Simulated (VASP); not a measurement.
# Zr16Br: core-level shifts, part 4 of 5

Which atoms of Zr16Br bind their core electrons more tightly, and does the hole change the order?

VASP 6.6.1, plane waves and PAW; the level of theory is named at each step.

So far. Step 2 (Relaxation): The forces on the free atoms are under 0.05 eV/Å, while the fixed ones keep up to 1.1 eV/Å.

**4. Core hole, atom Zr2**

This step: final-state core hole with the electron kept at the Fermi level, PBEsol; plane waves and PAW (Zr_sv, Br, Zr_sv) (VASP 6.6.1).

System of this step: Zr16Br. The cell holds 17 atoms: 16 Zr and 1 Br. Cell: a = 6.460 Å, b = 6.460 Å, c = 24.505 Å, α = 90.0°, β = 90.0°, γ = 60.0°. It derives from Zr. Adsorbate: added Br, site hcp, coverage in monolayers 0.25, cell 2x2, faces one. Vacuum lies along c.

A core electron of Zr2 (3d) is moved to the Fermi level; this atom comes first in POSCAR as a species of its own.

The input, INCAR:

```
SYSTEM = Zr16Br
PREC = Normal
ENCUT = 330
EDIFF = 1E-05
NELM = 120
ISMEAR = 0
SIGMA = 0.1
LREAL = Auto
ALGO = Fast
GGA = PS
NBANDS = 123
LASPH = .TRUE.
LWAVE = .FALSE.
LCHARG = .FALSE.
KPAR = 2
NCORE = 4
ICORELEVEL = 2
CLNT = 1
CLN = 3
CLL = 2
CLZ = 1
ISIF = 0
```

The input, POSCAR:

```
Zr16Br
1.0
    6.4600000000      0.0000000000      0.0000000000
    3.2300000000      5.5945241084      0.0000000000
    0.0000000000      0.0000000000     24.5050000000
Zr Br Zr
1 1 15
Direct
    0.0001394875      0.9999967413      0.6070781395
    0.3335512232      0.3333144075      0.7019294588
    0.5060714137      0.9879024822      0.6194105407
    0.9880411110      0.5059891412      0.6194245279
    0.5061032122      0.5060738384      0.6194038640
    0.8297493577      0.3405612940      0.5150599265
    0.3333646817      0.3333307738      0.5245686259
    0.8297477949      0.8297176177      0.5150705790
    0.3404890652      0.8297728228      0.5150410271
    0.0000000000      0.0000000000      0.4115486640
    0.5000000000      0.0000000000      0.4115486640
    0.0000000000      0.5000000000      0.4115486640
    0.5000000000      0.5000000000      0.4115486640
    0.8333333330      0.3333333330      0.3060599880
    0.3333333330      0.3333333330      0.3060599880
    0.8333333330      0.8333333330      0.3060599880
    0.3333333330      0.8333333330      0.3060599880
```

The input, KPOINTS:

```
Automatic mesh
0
Gamma
4 4 1
0 0 0
```

The projector-augmented-wave data sets are Zr_sv, Br and Zr_sv (PBE family, release 64).

Run with:

```
$ mpirun -np 8 vasp_std
```

Output:

```text
[banner, memory and clock lines left out]
running    8 mpi-ranks, on    1 nodes
 distrk:  each k-point on    4 cores,    2 groups
 distr:  one band on    4 cores,    1 groups

 POSCAR found type information on POSCAR ZrBrZr
 POSCAR found :  3 types and      17 ions
 [... a notice as in an earlier step ...]

 LDA part: xc-table for (Slater+PW92), standard interpolation
 POSCAR, INCAR and KPOINTS ok, starting setup
 FFT: planning ... GRIDC
 FFT: planning ... GRID_SOFT
 FFT: planning ... GRID
 WAVECAR not read
 entering main loop
       N       E                     dE             d eps       ncg     rms          rms(c)
DAV:   1     0.136359038370E+04    0.13636E+04   -0.88200E+04  3172   0.106E+03
DAV:   2    -0.148599710066E+03   -0.15122E+04   -0.14699E+04  2794   0.365E+02
DAV:   3    -0.313836259799E+03   -0.16524E+03   -0.16080E+03  3776   0.762E+01
DAV:   4    -0.343434374419E+03   -0.29598E+02   -0.29308E+02  4184   0.323E+01
DAV:   5    -0.348261653058E+03   -0.48273E+01   -0.48207E+01  3648   0.963E+00    0.480E+01
RMM:   6    -0.416482116639E+03   -0.68220E+02   -0.18611E+02  3562   0.196E+01    0.289E+01
RMM:   7    -0.402397853346E+03    0.14084E+02   -0.18038E+02  3706   0.153E+01    0.291E+01
RMM:   8    -0.332126794761E+03    0.70271E+02   -0.19470E+01  3427   0.827E+00    0.153E+01
RMM:   9    -0.328198954577E+03    0.39278E+01   -0.11639E+01  3761   0.411E+00    0.107E+01
RMM:  10    -0.328706867585E+03   -0.50791E+00   -0.90541E+00  3680   0.406E+00    0.804E+00
RMM:  11    -0.330545781146E+03   -0.18389E+01   -0.58881E+00  3719   0.374E+00    0.103E+01
RMM:  12    -0.327766811879E+03    0.27790E+01   -0.11028E+00  3508   0.215E+00    0.507E+00
RMM:  13    -0.327156489392E+03    0.61032E+00   -0.13663E+00  3673   0.180E+00    0.189E+00
RMM:  14    -0.327114853619E+03    0.41636E-01   -0.54745E-01  4014   0.954E-01    0.121E+00
RMM:  16    -0.327091362734E+03    0.38638E-01   -0.51891E-02  4320   0.398E-01    0.446E-01
RMM:  17    -0.327089982788E+03    0.13799E-02   -0.19278E-02  4575   0.214E-01    0.257E-01
RMM:  18    -0.327091670059E+03   -0.16873E-02   -0.78618E-03  4539   0.140E-01    0.222E-01
RMM:  19    -0.327091743021E+03   -0.72962E-04   -0.44140E-03  4488   0.113E-01    0.932E-02
RMM:  20    -0.327092321093E+03   -0.57807E-03   -0.34575E-03  4354   0.877E-02    0.456E-02
WARNING in EDDRMM: call to ZHEGV failed, returncode =   6  3     55
RMM:  21    -0.327092713293E+03   -0.39220E-03   -0.16594E-03  4261   0.666E-02    0.376E-02
RMM:  22    -0.327092953476E+03   -0.24018E-03   -0.96557E-04  4110   0.522E-02    0.166E-02
WARNING in EDDRMM: call to ZHEGV failed, returncode =   8  4     44
RMM:  23    -0.327093104507E+03   -0.15103E-03   -0.60022E-04  3942   0.411E-02    0.193E-02
WARNING in EDDRMM: call to ZHEGV failed, returncode =   8  4     68
WARNING in EDDRMM: call to ZHEGV failed, returncode =   8  4     57
RMM:  24    -0.327093185861E+03   -0.81354E-04   -0.38601E-04  3815   0.325E-02    0.107E-02
RMM:  25    -0.327093256679E+03   -0.70818E-04   -0.24373E-04  3607   0.258E-02    0.613E-03
RMM:  26    -0.327093315832E+03   -0.59153E-04   -0.15099E-04  3266   0.209E-02    0.290E-03
RMM:  27    -0.327093375928E+03   -0.60095E-04   -0.10388E-04  3142   0.177E-02    0.207E-03
RMM:  28    -0.327093407494E+03   -0.31567E-04   -0.59973E-05  2679   0.141E-02    0.207E-03
RMM:  29    -0.327093442263E+03   -0.34769E-04   -0.48896E-05  2578   0.124E-02    0.159E-03
RMM:  30    -0.327093464288E+03   -0.22025E-04   -0.29165E-05  2303   0.106E-02    0.103E-03
RMM:  31    -0.327093471235E+03   -0.69471E-05   -0.20985E-05  2111   0.934E-03
   1 F= -.32709347E+03 E0= -.32703080E+03  d E =-.125343E+00
```

It took 73 s on 8 MPI ranks of AMD EPYC 9R45, shared host; peak memory 1.9 GiB; 9.6 min of CPU time.

Parts of OUTCAR (step 4):

```text
The static configuration has the point symmetry C_1 .

 Found     10 irreducible k-points:

   NELECT =     200.0000    total number of electrons

 the core state eigenenergies are
   1-  1s -17855.9051  2s  -2501.6104  2p  -2234.6562  3s   -421.3830  3p   -334.1384
       3d   -192.2815
   2-  1s -13310.0884  2s  -1726.6398  2p  -1522.0290  3s   -231.9505  3p   -167.3695
       3d    -60.6312
   3-  1s -17815.1245  2s  -2462.2891  2p  -2194.8039  3s   -397.5245  3p   -310.4077
       3d   -167.5095
   4-  1s -17815.1249  2s  -2462.2895  2p  -2194.8043  3s   -397.5249  3p   -310.4081
       3d   -167.5099
   5-  1s -17815.1242  2s  -2462.2888  2p  -2194.8036  3s   -397.5242  3p   -310.4074
       3d   -167.5092
   6-  1s -17814.5931  2s  -2461.7897  2p  -2194.3007  3s   -397.0530  3p   -309.9365
       3d   -167.0385
   7-  1s -17814.6202  2s  -2461.8036  2p  -2194.3160  3s   -397.0559  3p   -309.9392
       3d   -167.0411
   8-  1s -17814.5934  2s  -2461.7901  2p  -2194.3010  3s   -397.0533  3p   -309.9368
       3d   -167.0388
   9-  1s -17814.5927  2s  -2461.7893  2p  -2194.3003  3s   -397.0527  3p   -309.9361
       3d   -167.0381
  10-  1s -17814.7020  2s  -2461.8879  2p  -2194.4003  3s   -397.1374  3p   -310.0207
       3d   -167.1229
  11-  1s -17814.7333  2s  -2461.9214  2p  -2194.4336  3s   -397.1687  3p   -310.0521
       3d   -167.1546
  12-  1s -17814.7334  2s  -2461.9215  2p  -2194.4337  3s   -397.1688  3p   -310.0521
       3d   -167.1546
  13-  1s -17814.7333  2s  -2461.9213  2p  -2194.4336  3s   -397.1687  3p   -310.0520
       3d   -167.1545
  14-  1s -17815.2372  2s  -2462.3874  2p  -2194.9041  3s   -397.6082  3p   -310.4913
       3d   -167.5932
  15-  1s -17815.2255  2s  -2462.3756  2p  -2194.8924  3s   -397.5960  3p   -310.4791
       3d   -167.5810
  16-  1s -17815.2372  2s  -2462.3874  2p  -2194.9042  3s   -397.6083  3p   -310.4913
       3d   -167.5932
  17-  1s -17815.2372  2s  -2462.3874  2p  -2194.9042  3s   -397.6083  3p   -310.4914
       3d   -167.5932

 E-fermi :   1.5960

 k-point     1 :       0.0000    0.0000    0.0000
  band No.  band energies     occupation
    ...
     90       0.3819      2.00000
     91       0.8010      2.00000
     92       0.8013      2.00000
     93       0.9083      2.00000
     94       1.4177      1.98830
     95       1.6445      0.49282
     96       1.7212      0.07653
     97       1.7214      0.07617
     98       1.9814      0.00000
     99       2.0927      0.00000
    ...

 k-point     2 :       0.2500   -0.0000    0.0000
  band No.  band energies     occupation
    ...
     93       0.9380      2.00000
     94       1.1633      2.00000
     95       1.4560      1.95224
     96       1.5424      1.55128
     97       1.6247      0.68424
     98       1.6587      0.37484
     99       1.7106      0.10492
    100       1.7782      0.00995
    101       1.8462      0.00040
    102       1.8993      0.00002
    ...

 POSITION                                       TOTAL-FORCE (eV/Angst)
 -----------------------------------------------------------------------------------
      3.23089      5.59451     14.87645         0.000169      0.000183     -1.555548
      3.23135      1.86474     17.20078        -0.001088      0.000058     -0.042054
      6.46015      5.52684     15.17866        -0.000353      0.154302      0.171619
      8.01709      2.83077     15.17900         0.132495     -0.076647      0.170977
      4.90405      2.83124     15.17849        -0.134474     -0.077339      0.171695
      6.46019      1.90528     12.62154         0.000073     -0.379696      0.539042
      3.23019      1.86483     12.85455        -0.000269      0.000087     -0.281050
      8.04016      4.64188     12.62180         0.329209      0.190100      0.538550
      4.87973      4.64218     12.62108        -0.327042      0.188873      0.540725
      0.00000      0.00000     10.08500        -0.000605      0.000194     -1.103407
      3.23000      0.00000     10.08500         0.000581      0.058429     -0.707761
      1.61500      2.79726     10.08500         0.051149     -0.029192     -0.706903
      4.84500      2.79726     10.08500        -0.050430     -0.029392     -0.708431
      6.46000      1.86484      7.50000         0.000004     -0.020669      0.707296
      3.23000      1.86484      7.50000         0.000099      0.000025      0.850553
      8.07500      4.66210      7.50000         0.018074      0.010470      0.707484
      4.84500      4.66210      7.50000        -0.017592      0.010214      0.707213
 -----------------------------------------------------------------------------------
    total drift:                               -0.002441      0.000301     -0.004522

  FREE ENERGIE OF THE ION-ELECTRON SYSTEM (eV)
  ---------------------------------------------------
  free  energy   TOTEN  =      -327.0934712352 eV

  energy  without entropy=     -326.9681282972  energy(sigma->0) =     -327.03079977

[... 7 parts as in an earlier step ...]

[... 5 further parts left out ...]
```

This step gave:

| Quantity | Value |
| --- | --- |
| free energy (TOTEN) | -327.0935 eV |
| energy at zero smearing | -327.0308 eV |
| Fermi energy | 1.596 eV |

This is the reference for holes on Zr.

**5. Core hole, atom Zr5**

The same hole on the next atom.

INCAR is that of step 4.

POSCAR, as its differences from that of step 4:

```diff
@@ -8,7 +8,7 @@
 Direct
+    0.5061032122      0.5060738384      0.6194038640
+    0.3335512232      0.3333144075      0.7019294588
     0.0001394875      0.9999967413      0.6070781395
-    0.3335512232      0.3333144075      0.7019294588
     0.5060714137      0.9879024822      0.6194105407
     0.9880411110      0.5059891412      0.6194245279
-    0.5061032122      0.5060738384      0.6194038640
     0.8297493577      0.3405612940      0.5150599265
```

KPOINTS is that of step 4.

Run with:

```
$ mpirun -np 8 vasp_std
```

Output:

```text
[... set-up lines as in an earlier step ...]
 entering main loop
       N       E                     dE             d eps       ncg     rms          rms(c)
DAV:   1     0.138435529700E+04    0.13844E+04   -0.87961E+04  3140   0.106E+03
DAV:   2    -0.146455926180E+03   -0.15308E+04   -0.14883E+04  2786   0.366E+02
DAV:   3    -0.312902455638E+03   -0.16645E+03   -0.16180E+03  3824   0.768E+01
DAV:   4    -0.342491944955E+03   -0.29589E+02   -0.29307E+02  4280   0.321E+01
[...]
RMM:  19    -0.326949166448E+03   -0.10864E-02   -0.43197E-03  4464   0.120E-01    0.125E-01
RMM:  20    -0.326949357744E+03   -0.19130E-03   -0.31903E-03  4378   0.943E-02    0.376E-02
RMM:  21    -0.326949802035E+03   -0.44429E-03   -0.18330E-03  4271   0.709E-02    0.356E-02
WARNING in EDDRMM: call to ZHEGV failed, returncode =   6  3     22
RMM:  22    -0.326950056833E+03   -0.25480E-03   -0.10188E-03  4126   0.556E-02    0.184E-02
RMM:  23    -0.326950190911E+03   -0.13408E-03   -0.61931E-04  4068   0.448E-02    0.138E-02
WARNING in EDDRMM: call to ZHEGV failed, returncode =   8  4     34
RMM:  24    -0.326950293084E+03   -0.10217E-03   -0.42138E-04  3862   0.360E-02    0.122E-02
RMM:  25    -0.326950362894E+03   -0.69810E-04   -0.26299E-04  3802   0.289E-02    0.580E-03
RMM:  26    -0.326950433918E+03   -0.71024E-04   -0.18195E-04  3519   0.237E-02    0.323E-03
WARNING in EDDRMM: call to ZHEGV failed, returncode =   8  4    109
RMM:  27    -0.326950501016E+03   -0.67097E-04   -0.11973E-04  3310   0.199E-02    0.278E-03
WARNING in EDDRMM: call to ZHEGV failed, returncode =   6  3     90
RMM:  28    -0.326950534248E+03   -0.33233E-04   -0.73745E-05  2928   0.161E-02    0.257E-03
RMM:  29    -0.326950559502E+03   -0.25253E-04   -0.53943E-05  2692   0.140E-02    0.179E-03
RMM:  30    -0.326950582879E+03   -0.23377E-04   -0.38010E-05  2444   0.122E-02    0.125E-03
RMM:  31    -0.326950599654E+03   -0.16775E-04   -0.28696E-05  2288   0.109E-02    0.105E-03
RMM:  32    -0.326950608401E+03   -0.87468E-05   -0.20348E-05  2082   0.981E-03
   1 F= -.32695061E+03 E0= -.32688447E+03  d E =-.132283E+00
```

The job ended after 79 s (8 MPI ranks; peak memory 1.9 GiB).

Parts of OUTCAR (step 5):

```text
 POSITION                                       TOTAL-FORCE (eV/Angst)
 -----------------------------------------------------------------------------------
      4.90405      2.83124     15.17849         0.124674      0.072010     -0.713952
      3.23135      1.86474     17.20078         0.137306      0.080037     -0.361662
      3.23089      5.59451     14.87645        -0.011618     -0.006271      0.047549
      6.46015      5.52684     15.17866        -0.085912     -0.223019      0.300835
      8.01709      2.83077     15.17900        -0.236779      0.037331      0.299925
      6.46019      1.90528     12.62154        -0.194609      0.063971      0.210698
      3.23019      1.86483     12.85455         0.317008      0.183162      0.143677
      8.04016      4.64188     12.62180        -0.020641     -0.011675     -0.022946
      4.87973      4.64218     12.62108        -0.040023     -0.201095      0.211636
      0.00000      0.00000     10.08500         0.011127      0.007045     -1.072880
      3.23000      0.00000     10.08500        -0.020535      0.076959     -0.675510
      1.61500      2.79726     10.08500         0.056679     -0.056710     -0.674628
      4.84500      2.79726     10.08500        -0.027025     -0.015797     -0.649601
      6.46000      1.86484      7.50000         0.011377     -0.019304      0.703241
[...]
-----------------------------------------------------------------------------------
    total drift:                               -0.000783      0.001260     -0.006478

  FREE ENERGIE OF THE ION-ELECTRON SYSTEM (eV)
  ---------------------------------------------------
  free  energy   TOTEN  =      -326.9506084011 eV

  energy  without entropy=     -326.8183249559  energy(sigma->0) =     -326.88446668

[... 2 parts as in an earlier step ...]

[... 1 further part left out ...]
[key lines of the parts left out:]
E-fermi :   1.5819
```

Against the hole on Zr2 the energy differs by +0.15 eV.

(Part 4 of 5 ends here.)

[Lines on the potential files, build, host, timing and source positions are cut from VASP's logs without a mark.]

[Logs are printed without paths, hosts, clocks, repeated set-up lines and the standing remarks that a program may print on its own settings, such as how far it seeks lower states.]

[Hosts, paths, dates, database ids (printed as entryN), source tags and the programs' standing remarks are cut or masked in the printed files.]
